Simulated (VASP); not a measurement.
# PbS (Galena): structure and properties in VASP

Aim: relax PbS (Galena) with AM05, compute its properties on that cell and hold them against experiment. The steps: full relaxation (AM05), density, ELF and potential (AM05), bands along the symmetry lines (AM05), total and projected DOS (AM05), volume scan with AM05, fit for AM05 and core-level energies (AM05). The start is a cell from a database of measured crystal structures.

Calculated with VASP 6.6.1; AM05; plane waves and PAW (Pb_d, S).

Experimental background.

For PbS, alpha, rock salt (B1) (CVT-grown crystals, methanol/ethanol medium, NaCl pressure standard), “The high-pressure alpha/beta phase transition in lead sulphide (PbS): X-ray powder diffraction and quantum mechanical calculations” (2002, arxiv:cond-mat/0210013) gives, by angle-dispersive powder XRD in DAC, EOS fit: bulk modulus (b0 from Birch-Murnaghan EOS fit) 51 ± 1.2 GPa [zero-pressure value from EOS fit to compression data].

Most raw output is cut from this account.

The database entry behind the starting cell measured cold, at 250 K, so it need not match the best structure at ambient conditions.

**1. The structure**

Before any relaxation, the start is as follows. It takes space group Fm-3m (No. 225, cubic). The conventional cell has a = 5.930 Å, b = 5.930 Å, c = 5.930 Å, α = 90.00°, β = 90.00°, γ = 90.00°. Nearest to Pb lie 6 S at 2.96 Å. Nearest to S lie 6 Pb at 2.96 Å. Farther neighbours and most contacts between anions are not listed.

**2. Full relaxation (AM05)**

Properties are meant for the cell that this level of theory prefers, so cell and atoms are relaxed first (ISIF = 3) until forces and stress are small; EDIFFG sets the threshold. AM05 is built from the electron gas and the surface model, and does well on lattice constants.

Input file INCAR:

```
SYSTEM = PbS
PREC = Accurate
ENCUT = 400
EDIFF = 1E-06
NELM = 100
ISMEAR = 0
SIGMA = 0.05
LREAL = .FALSE.
ALGO = Normal
GGA = AM
NBANDS = 16
LORBIT = 11
LWAVE = .FALSE.
LCHARG = .FALSE.
KPAR = 2
IBRION = 2
NSW = 60
ISIF = 3
EDIFFG = -0.01
```

Input file POSCAR:

```
PbS
1.0
    0.0000000000      2.9648500000      2.9648500000
    2.9648500000      0.0000000000      2.9648500000
    2.9648500000      2.9648500000      0.0000000000
Pb S
1 1
Direct
    0.0000000000      0.0000000000      0.0000000000
    0.5000000000      0.5000000000      0.5000000000
```

Input file KPOINTS:

```
Automatic mesh
0
Gamma
6 6 6
0 0 0
```

PAW data sets: Pb_d and S (PBE family, release 64).

Launch:

```console
> mpirun -np 2 vasp_std
```

It took 13 s on 2 MPI ranks of AMD EPYC 7R43, shared host; peak memory 0.24 GiB; 24 s of CPU time.

The gap is read on the k-mesh alone, so it is an upper bound where the band edges lie off the mesh, and a coarse mesh can show a gap where there is none. The PAW data sets were made with PBE, which is usual practice but a small mismatch for other functionals. The run keeps the 48 symmetry operations of its start, so it cannot find a distortion of lower symmetry.

The steps of the relaxation:

```csv
step,energy less that of the first step (eV),largest force (eV/Å),pressure (GPa),volume (Å³)
1,0.0000,0.0000,-0.26,52.12
2,-0.0002,0.0000,0.08,51.81
3,-0.0002,0.0000,0.05,51.89
```

```csv
"conventional cell, symmetrised",before,after,change
a (Å),5.930,5.921,-0.2 %
b (Å),5.930,5.921,-0.2 %
c (Å),5.930,5.921,-0.2 %
volume (Å³/atom),26.06,25.94,-0.5 %
```

The relaxed structure:

```xyz
2
Lattice="0.0000 2.9604 2.9604 2.9604 0.0000 2.9604 2.9604 2.9604 0.0000" Properties=species:S:1:pos:R:3 pbc="T T T"
Pb    0.0000    0.0000    0.0000
S     2.9604    2.9604    2.9604
```

Numbers from this step:

```
electrons                              : 20
bands                                  : 16
irreducible k-points                   : 16
symmetry operations                    : 48
free energy (TOTEN)                    : -8.908 eV
Fermi energy                           : 5.984 eV
pressure                               : 0.04592 GPa
metallic, judged on the points sampled : no
valence top at k                       : 0.5, 0, 0
conduction bottom at k                 : 0.5, 0, 0
least direct gap at k                  : 0.5, 0, 0
SCF cycles over all ionic steps        : 23
gap on the k-mesh                      : 0.3155 eV
least direct gap on the k-mesh         : 0.3155 eV
```

It ends with forces that vanish by symmetry and a pressure of 0.05 GPa. The volume lies -0.5 % from that of the database's start, part of which can be the thermal and zero-point expansion of its experiment.

**3. Density, ELF and potential (AM05)**

The relaxed cell gets a fresh self-consistent run, on a basis set for its own volume, to fix the density and to check the remaining stress.

Edit INCAR of step 2 so:

```diff
@@ -13,7 +13,5 @@
 LWAVE = .FALSE.
-LCHARG = .FALSE.
-KPAR = 2
-IBRION = 2
-NSW = 60
-ISIF = 3
-EDIFFG = -0.01
+LCHARG = .TRUE.
+ISIF = 2
+LELF = .TRUE.
+LVHAR = .TRUE.
```

Input file POSCAR:

```
PbS
1.0
    0.0000000000      2.9603858695      2.9603858695
    2.9603858695      0.0000000000      2.9603858695
    2.9603858695      2.9603858695      0.0000000000
Pb S
1 1
Direct
    0.0000000000      0.0000000000      0.0000000000
    0.5000000000      0.5000000000      0.5000000000
```

KPOINTS is that of step 2.

Launch:

```console
> mpirun -np 2 vasp_std
```

Elapsed: 7 s, on 2 MPI ranks; peak memory 0.2 GiB; 13 s of CPU time.

Numbers from this step:

| Quantity | Value |
| --- | --- |
| SCF cycles | 13 |
| Fermi energy | 5.983 eV |
| pressure | 4.75e-4 GPa |

Valence electrons inside each PAW sphere by angular momentum. Sphere charges, by row:

| atom | s (e) | p (e) | d (e) | tot (e) |
| --- | --- | --- | --- | --- |
| Pb1 | 1.479 | 0.514 | 9.846 | 11.84 |
| S2 | 1.343 | 2.318 | 0 | 3.662 |

ELF in the ac plane of the conventional cell at fractional y = 0.000, with atoms of Pb and S within 0.2 Å of it. It is the smooth field of the valence electrons, not physical close to the nuclei.

Ten even steps from '_' (0.06) to '@' (0.84), each cell a mean:
```
..::++::==%%@@##**@@@@**::====..
--====::--##@@@@@@@@@@++..--++==
====::__..==##%%@@%%**::__..--==
::::..____..--====--::______..::
**++--..____::::--::..____::++**
@@@@%%--..::==++====--..::**@@@@
%%@@@@++::====::::--==::--%%@@@@
==%%@@**::==--..--::==--==@@@@**
**@@@@**::====....::++::==%%@@##
@@@@@@++..--++==--====::--##@@@@
@@%%**::__..--======::__..==##%%
==--::______..::::::..____..--==
--::..____::++****++--..____::::
====--..::**@@@@@@@@%%--..::==++
::--==::--%%@@@@%%@@@@++::====::
--::==--==@@@@**==%%@@**::==--..
```
Columns run along a (5.9 Å), rows up along c (5.9 Å), edges of the conventional cell, whose origin can differ from the input's. Atoms in or near the plane, at fractional coordinates: Pb at (0.00, 0.00), Pb at (0.50, 0.50), S at (0.50, 0.00), S at (0.00, 0.50).

Valence density in the ac plane of the conventional cell at fractional y = 0.000, with atoms of Pb and S within 0.2 Å of it. It is the smooth field of the valence electrons, not physical close to the nuclei.

Ten even steps from '0' (0.1 e/Å³) to '9' (7.4 e/Å³), each cell a mean:
```
8510001101000037
3200000111000013
0000000000000000
0000000000000000
0000000000000000
0000000111000000
1100002553100011
0100003895100010
0100003785100011
1100001332000001
0000000000000000
0000000000000000
0000000000000000
1100000000000001
5310001111000025
9510001001000038
```
Columns run along a (5.9 Å), rows up along c (5.9 Å), edges of the conventional cell, whose origin can differ from the input's. Atoms in or near the plane, at fractional coordinates: Pb at (0.00, 0.00), Pb at (0.50, 0.50), S at (0.50, 0.00), S at (0.00, 0.50).

Electrostatic potential energy in the ac plane of the conventional cell at fractional y = 0.000, with atoms of Pb and S within 0.2 Å of it. With pseudopotentials it is smooth inside the atoms' cores, unlike the true potential.

Ten even steps from '_' (-91 eV) to '@' (3 eV), each cell a mean:
```
__::**@@@@@@++..__--%%@@@@##--__
--++%%@@@@@@%%++==##@@@@@@@@**--
##%%@@@@@@@@@@@@@@@@@@@@@@@@@@##
@@@@@@@@@@@@@@@@@@@@@@@@@@@@@@@@
@@@@@@@@@@@@@@@@@@@@@@@@@@@@@@@@
##%%@@@@@@@@%%**++##%%@@@@@@@@%%
::++%%@@@@%%++::..--##@@@@@@##--
__::##@@@@##--____..++@@@@@@==__
__--%%@@@@##--____::**@@@@@@++..
==##@@@@@@@@**----++%%@@@@@@%%++
@@@@@@@@@@@@@@####%%@@@@@@@@@@@@
@@@@@@@@@@@@@@@@@@@@@@@@@@@@@@@@
@@@@@@@@@@@@@@@@@@@@@@@@@@@@@@@@
++##%%@@@@@@@@%%##%%@@@@@@@@%%**
..--##@@@@@@##--::++%%@@@@%%++::
__..++@@@@@@==____::##@@@@##--__
```
Columns run along a (5.9 Å; values clipped at the 3rd and 97th percentile), rows up along c (5.9 Å), edges of the conventional cell, whose origin can differ from the input's. Atoms in or near the plane, at fractional coordinates: Pb at (0.00, 0.00), Pb at (0.50, 0.50), S at (0.50, 0.00), S at (0.00, 0.50).

In this run the pressure is 0.00 GPa, small enough to go on; single stress components reach 0.00 GPa.

**4. Bands along the symmetry lines (AM05)**

Levels along the symmetry lines show where the bands peak and cross; KPOINTS_OPT computes them in the converged potential.

Input file INCAR:

```
SYSTEM = PbS
PREC = Accurate
ENCUT = 400
EDIFF = 1E-06
NELM = 100
ISMEAR = 0
SIGMA = 0.05
LREAL = .FALSE.
ALGO = Normal
GGA = AM
NBANDS = 22
LORBIT = 11
LWAVE = .FALSE.
LCHARG = .FALSE.
KPAR = 2
```

POSCAR is that of step 3.

KPOINTS is that of step 3.

Input file KPOINTS_OPT:

```
Line mode
16
Line-mode
Reciprocal
  0.00000000   0.00000000   0.00000000 GAMMA
  0.50000000   0.00000000   0.50000000 X

  0.50000000   0.00000000   0.50000000 X
  0.50000000   0.25000000   0.75000000 W

  0.50000000   0.25000000   0.75000000 W
  0.37500000   0.37500000   0.75000000 K

  0.37500000   0.37500000   0.75000000 K
  0.00000000   0.00000000   0.00000000 GAMMA

  0.00000000   0.00000000   0.00000000 GAMMA
  0.50000000   0.50000000   0.50000000 L

  0.50000000   0.50000000   0.50000000 L
  0.62500000   0.25000000   0.62500000 U

  0.62500000   0.25000000   0.62500000 U
  0.50000000   0.25000000   0.75000000 W

  0.50000000   0.25000000   0.75000000 W
  0.50000000   0.50000000   0.50000000 L

  0.50000000   0.50000000   0.50000000 L
  0.37500000   0.37500000   0.75000000 K

  0.62500000   0.25000000   0.62500000 U
  0.50000000   0.00000000   0.50000000 X
```

Launch:

```console
> mpirun -np 2 vasp_std
```

It took 43 s on 2 MPI ranks; peak memory 0.26 GiB; 84 s of CPU time.

Spin-orbit coupling is off here; it can split and shift levels that hold much weight on Pb by tenths of an eV or more.

Numbers from this step:

* bands: 22
* pressure: -0.004130 GPa
* least gap on mesh and path: 0.3154 eV
* least direct gap on mesh and path: 0.3155 eV
* valence top at k: 0.5, 0.5, 0.5

The electronic bands at the labelled points (eV, zero at the valence-band top; v1 is the highest filled band, c1 the lowest empty one):

```csv
point,v4,v3,v2,v1,c1,c2,c3,c4
Γ,-6.04,-2.20,-2.20,-2.20,5.19,5.19,5.19,6.69
0.47 of the way,-7.19,-2.80,-2.80,-1.49,2.23,4.80,4.86,4.86
X,-7.26,-5.27,-3.49,-3.49,3.80,5.58,5.68,5.68
0.53 of the way,-7.73,-5.03,-3.85,-2.32,3.81,4.08,5.26,6.45
W,-8.02,-4.49,-4.49,-1.03,2.15,4.65,4.65,8.14
0.47 of the way,-8.04,-4.74,-3.91,-1.53,2.62,4.31,4.93,7.04
K,-8.06,-4.85,-2.98,-2.52,3.31,4.11,5.05,6.19
0.47 of the way,-7.88,-3.27,-1.73,-0.54,1.30,2.38,4.11,7.68
Γ,-6.04,-2.20,-2.20,-2.20,5.19,5.19,5.19,6.69
0.47 of the way,-7.36,-2.05,-2.05,-1.27,2.52,3.33,3.33,6.76
L,-8.93,-1.80,-1.80,0.00,0.32,1.91,1.91,8.62
0.53 of the way,-8.61,-3.54,-2.36,-1.50,1.89,2.85,3.97,7.65
U,-8.06,-4.85,-2.98,-2.52,3.31,4.11,5.05,6.19
0.47 of the way,-8.04,-4.76,-3.79,-1.66,2.74,4.27,4.95,6.88
W,-8.02,-4.49,-4.49,-1.03,2.15,4.65,4.65,8.14
0.47 of the way,-8.51,-3.61,-3.21,-1.02,1.58,3.54,4.13,7.97
L,-8.93,-1.80,-1.80,0.00,0.32,1.91,1.91,8.62
0.47 of the way,-8.68,-3.26,-2.26,-1.30,1.63,2.66,3.70,7.85
K,-8.06,-4.85,-2.98,-2.52,3.31,4.11,5.05,6.19
jump to U,-8.06,-4.85,-2.98,-2.52,3.31,4.11,5.05,6.19
0.47 of the way,-7.57,-5.15,-3.34,-3.16,3.84,5.11,5.41,5.56
X,-7.26,-5.27,-3.49,-3.49,3.80,5.58,5.68,5.68
```

Of the projections kept (Pb, S), the largest for each band there, as a share of the weight inside these atoms' spheres; weight between the spheres isn't counted:

| point | v4 | v3 | v2 | v1 | c1 | c2 | c3 | c4 |
| --- | --- | --- | --- | --- | --- | --- | --- | --- |
| Γ | Pb 0.65 | S 0.88 | S 0.88 | S 0.88 | Pb 0.87 | Pb 0.87 | Pb 0.87 | Pb 1.00 |
| X | Pb 0.92 | S 0.63 | S 0.75 | S 0.75 | Pb 1.00 | S 0.67 | Pb 0.61 | Pb 0.61 |
| W | Pb 0.95 | S 0.67 | S 0.67 | S 0.80 | Pb 0.90 | S 0.66 | S 0.66 | Pb 0.82 |
| K | Pb 0.93 | S 0.65 | S 0.78 | S 0.59 | S 0.52 | Pb 0.70 | S 0.66 | Pb 0.90 |
| Γ | Pb 0.65 | S 0.88 | S 0.88 | S 0.88 | Pb 0.87 | Pb 0.87 | Pb 0.87 | Pb 1.00 |
| L | Pb 0.89 | S 0.94 | S 0.94 | S 0.61 | Pb 0.71 | Pb 1.00 | Pb 1.00 | S 0.65 |

The path finds the gap of the mesh within 0.02 eV, so the mesh comes close to both band edges.

**5. Total and projected DOS (AM05)**

Here the states are counted by energy and projected on the atoms. The mesh is finer than in the run before.

Edit INCAR of step 4 so:

```diff
@@ -5,3 +5,3 @@
 NELM = 100
-ISMEAR = 0
+ISMEAR = -5
 SIGMA = 0.05
@@ -15 +15,2 @@
 KPAR = 2
+NEDOS = 2001
```

POSCAR is that of step 4.

Input file KPOINTS:

```
Automatic mesh
0
Gamma
8 8 8
0 0 0
```

Launch:

```console
> mpirun -np 2 vasp_std
```

The job ended after 13 s (2 MPI ranks; peak memory 0.26 GiB).

This step gave:

```yaml
irreducible_k_points: 29
free_energy_toten: -8.906 eV
fermi_energy: 5.835 eV
pressure: 0.02101 GPa
valence_top_at_k: 0.5, 0, 0
gap_on_the_k_mesh: 0.3143 eV
least_direct_gap_on_the_k_mesh: 0.3143 eV
```

The density of states has structure finer than the step of the table below, so its rows give means over 1 eV, whole bins alone (the curve runs from -12.0 to 8.23 eV). Peaks (eV: height): total -8.1: 2.27, -2.2: 2.29, -1.1: 2.01, 4.2: 2.99; S p -8.3: 0.119, -2.2: 0.983, -1.1: 0.801, 4.2: 0.608; Pb p -3.3: 0.208, 4.2: 0.686; Pb s -8.1: 1.32, -1.1: 0.266; S s -7.7: 0.113, -1.1: 0.0181, 1.8: 0.0759.

States under -12.0 eV and over 8.2 eV are left out. Density of states against energy, zero at the valence-band top; means over each step; values in states/eV/cell:

| energy (eV) | total | S p | Pb p | Pb s | S s |
| --- | --- | --- | --- | --- | --- |
| -10 | 0 | 0 | 0 | 0 | 0 |
| -9 | 0.235 | 0.0145 | 5.0e-4 | 0.130 | 0.00553 |
| -8 | 1.51 | 0.0735 | 0.00434 | 0.857 | 0.0865 |
| -7 | 0.239 | 0.00991 | 7.8e-4 | 0.122 | 0.0429 |
| -6 | 0.0137 | 2.8e-4 | 1.8e-5 | 0.00702 | 0.00349 |
| -5 | 0.231 | 0.0602 | 0.0308 | 0.00356 | 4.0e-4 |
| -4 | 1.01 | 0.306 | 0.121 | 0.0127 | 0.00405 |
| -3 | 1.90 | 0.699 | 0.178 | 0.0257 | 0.00735 |
| -2 | 1.64 | 0.680 | 0.0963 | 0.0682 | 0.00806 |
| -1 | 1.19 | 0.461 | 0.0572 | 0.166 | 0.0112 |
| 0 | 0.0211 | 0.00709 | 0.00132 | 0.00406 | 2.9e-4 |
| 1 | 0.327 | 0.0277 | 0.0895 | 0.00426 | 0.0242 |
| 2 | 1.18 | 0.102 | 0.387 | 0.0109 | 0.0560 |
| 3 | 1.48 | 0.177 | 0.501 | 0.0145 | 0.0202 |
| 4 | 2.20 | 0.408 | 0.563 | 0.0144 | 0.00586 |
| 5 | 0.864 | 0.223 | 0.227 | 0.00300 | 0.00162 |
| 6 | 0.611 | 0.0483 | 0.132 | 0.00356 | 0.00242 |
| 7 | 0.897 | 0.0250 | 0.125 | 0.00592 | 0.00486 |

The gap on this mesh is 0.31 eV. In the top eV of the valence band the largest shares in the PAW spheres are S p 37 %, Pb s 17 % and Pb p 5 %; in the lowest eV of the conduction band, Pb p 27 %, S p 9 % and S s 8 %. The rest lies in smaller channels or between the spheres.

**6. Volume scan with AM05**

An equation of state needs energies on both sides of the minimum, all on one mesh and cutoff.

Input file INCAR:

```
SYSTEM = PbS
PREC = Accurate
ENCUT = 400
EDIFF = 1E-06
NELM = 100
ISMEAR = 0
SIGMA = 0.05
LREAL = .FALSE.
ALGO = Normal
GGA = AM
NBANDS = 16
LORBIT = 11
LWAVE = .FALSE.
LCHARG = .FALSE.
KPAR = 2
ISIF = 2
```

Input file POSCAR:

```
PbS
1.0
    0.0000000000      2.8999528742      2.8999528742
    2.8999528742      0.0000000000      2.8999528742
    2.8999528742      2.8999528742      0.0000000000
Pb S
1 1
Direct
    0.0000000000      0.0000000000      0.0000000000
    0.5000000000      0.5000000000      0.5000000000
```

Input file KPOINTS:

```
Automatic mesh
0
Gamma
6 6 6
0 0 0
```

Launch:

```console
> mpirun -np 2 vasp_std
```

Wall time 7 s (2 MPI ranks); peak memory 0.24 GiB; 13 s of CPU time.

The gap is under twice the smearing width, so the edge states are partly filled and the run can't tell a small gap from a semimetal. The scan keeps the cell's shape and the fractional positions fixed.

This step gave:

```
bands                          : 16
irreducible k-points           : 16
free energy (TOTEN)            : -8.870 eV
energy at zero smearing        : -8.870 eV
Fermi energy                   : 6.775 eV
pressure                       : 3.900 GPa
gap on the k-mesh              : 0.05820 eV
least direct gap on the k-mesh : 0.05820 eV
```

The pressure here is 3.90 GPa.

**7. Volume scan with AM05 (run 2)**

INCAR is that of step 6.

Input file POSCAR:

```
PbS
1.0
    0.0000000000      2.9203757504      2.9203757504
    2.9203757504      0.0000000000      2.9203757504
    2.9203757504      2.9203757504      0.0000000000
Pb S
1 1
Direct
    0.0000000000      0.0000000000      0.0000000000
    0.5000000000      0.5000000000      0.5000000000
```

KPOINTS is that of step 6.

Launch:

```console
> mpirun -np 2 vasp_std
```

Elapsed: 7.6 s, on 2 MPI ranks; peak memory 0.25 GiB.

This step gave:

* free energy (TOTEN): -8.892 eV
* energy at zero smearing: -8.892 eV
* Fermi energy: 6.501 eV
* pressure: 2.521 GPa
* gap on the k-mesh: 0.1500 eV
* least direct gap on the k-mesh: 0.1500 eV

The pressure falls from 3.90 to 2.52 GPa.

The run ends at a pressure of 2.52 GPa.

**8. Volume scan with AM05 (run 3)**

INCAR is that of step 7.

Input file POSCAR:

```
PbS
1.0
    0.0000000000      2.9405169093      2.9405169093
    2.9405169093      0.0000000000      2.9405169093
    2.9405169093      2.9405169093      0.0000000000
Pb S
1 1
Direct
    0.0000000000      0.0000000000      0.0000000000
    0.5000000000      0.5000000000      0.5000000000
```

KPOINTS is that of step 7.

Launch:

```console
> mpirun -np 2 vasp_std
```

It took 8 s on 2 MPI ranks; peak memory 0.24 GiB.

The pressure falls from 2.52 to 1.20 GPa.

The run ends at a pressure of 1.20 GPa.

**9. Volume scan with AM05 (run 4)**

INCAR is that of step 8.

Input file POSCAR:

```
PbS
1.0
    0.0000000000      2.9603858695      2.9603858695
    2.9603858695      0.0000000000      2.9603858695
    2.9603858695      2.9603858695      0.0000000000
Pb S
1 1
Direct
    0.0000000000      0.0000000000      0.0000000000
    0.5000000000      0.5000000000      0.5000000000
```

KPOINTS is that of step 8.

Launch:

```console
> mpirun -np 2 vasp_std
```

Wall time 7.4 s (2 MPI ranks); peak memory 0.25 GiB.

The pressure falls from 1.20 to 0.00 GPa.

The run ends at a pressure of 0.00 GPa.

(Part 1 of 2 ends here.)

[Lines on the potential files, build, host, timing and source positions are cut from VASP's logs without a mark.]

[Logs are printed without paths, hosts, clocks, repeated set-up lines and the standing remarks that a program may print on its own settings, such as how far it seeks lower states.]

[Hosts, paths, dates, database ids (printed as entryN), source tags and the programs' standing remarks are cut or masked in the printed files.]

[A measured line is paired with the nearest computed mode of its activity, which favours agreement.]

[In band tables of VASP the shares of atoms and orbitals are scaled to a sum of 1 inside the atoms' spheres.]
